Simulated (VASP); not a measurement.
All values below come from PBE GGA, VASP's PBE PAW potentials (set 64) (plane waves; VASP).

VASP input:

INCAR:
```
SYSTEM = CuAu
PREC = Accurate
ENCUT = 400
EDIFF = 1E-6
NELM = 100
ALGO = Normal
LREAL = .FALSE.
LASPH = .TRUE.
ISMEAR = 1
SIGMA = 0.1
GGA = PE
LMAXMIX = 6
LWAVE = .FALSE.
LCHARG = .FALSE.
ISIF = 2
```

### KPOINTS
```
Automatic
0
Gamma
 10 10 7
0 0 0
```

### POSCAR
```
CuAu
1
    2.8560000000     0.0000000000     0.0000000000
    0.0000000000     2.8560000000     0.0000000000
    0.0000000000     0.0000000000     3.7434000000
Cu Au
1 1
Direct
  0.0000000000   0.0000000000   0.0000000000
  0.5000000000   0.5000000000   0.5000000000
```

POTCAR, in this order: Cu Au (PBE.64 set). Program: vasp_std.

Output

### OSZICAR
```
       N       E                     dE             d eps       ncg     rms          rms(c)
DAV:   1     0.114987814704E+03    0.11499E+03   -0.97602E+03  2662   0.170E+03
DAV:   2    -0.423814433417E+01   -0.11923E+03   -0.11341E+03  2569   0.295E+02
DAV:   3    -0.796837878264E+01   -0.37302E+01   -0.36805E+01  3143   0.627E+01
DAV:   4    -0.801108575359E+01   -0.42707E-01   -0.42693E-01  2845   0.573E+00
DAV:   5    -0.801240701648E+01   -0.13213E-02   -0.13206E-02  3817   0.110E+00    0.107E+01
DAV:   6    -0.759540130685E+01    0.41701E+00   -0.91120E+00  2574   0.875E+01    0.557E+00
DAV:   7    -0.709466236620E+01    0.50074E+00   -0.31732E+00  3155   0.926E+01    0.526E+00
DAV:   8    -0.705863167423E+01    0.36031E-01   -0.21109E-01  3580   0.107E+01    0.273E+00
DAV:   9    -0.705194691179E+01    0.66848E-02   -0.27566E-02  3894   0.434E+00    0.241E-01
DAV:  10    -0.705108124947E+01    0.86566E-03   -0.63901E-03  3834   0.166E+00    0.122E-01
DAV:  11    -0.705105942602E+01    0.21823E-04   -0.53019E-04  3550   0.773E-01    0.530E-02
DAV:  12    -0.705103752137E+01    0.21905E-04   -0.77163E-05  3301   0.305E-01    0.141E-02
DAV:  13    -0.705103647591E+01    0.10455E-05   -0.35043E-06  2820   0.297E-02    0.237E-03
DAV:  14    -0.705103638136E+01    0.94555E-07   -0.53165E-07  1583   0.959E-03
   1 F= -.70510364E+01 E0= -.70508627E+01  d E =-.521145E-03
```

File OUTCAR:
```
------------------------ aborting loop because EDIFF is reached ----------------------------------------
  FORCE on cell =-STRESS in cart. coord.  units (eV):
  Direction    XX          YY          ZZ          XY          YZ          ZX
  --------------------------------------------------------------------------------------
  Total       -0.3725077     -0.3725077     -0.5433040      0.0000000     -0.0000000      0.0000000
  in kB      -19.5462382    -19.5462382    -28.5082668      0.0000000     -0.0000000      0.0000000
  external PRESSURE =     -22.5335811 kB  Pullay stress =       0.0000000 kB
  volume of cell :       30.53
      direct lattice vectors                 reciprocal lattice vectors
     2.856000000  0.000000000  0.000000000     0.350140056  0.000000000  0.000000000
     0.000000000  2.856000000  0.000000000     0.000000000  0.350140056  0.000000000
     0.000000000  0.000000000  3.743400000     0.000000000  0.000000000  0.267136827
 POSITION                                       TOTAL-FORCE (eV/Angst)
 -----------------------------------------------------------------------------------
      0.00000      0.00000      0.00000         0.000000      0.000000      0.000000
      1.42800      1.42800      1.87170         0.000000      0.000000      0.000000
 -----------------------------------------------------------------------------------
    total drift:                               -0.000000      0.000000      0.000000
  FREE ENERGIE OF THE ION-ELECTRON SYSTEM (eV)
  ---------------------------------------------------
  free  energy   TOTEN  =        -7.0510363814 eV

  energy  without entropy=       -7.0505152367  energy(sigma->0) =       -7.05086267
```
(Selected blocks of OUTCAR.)

The compound is CuAu in the L1_0 structure. The cell was not relaxed at this level.
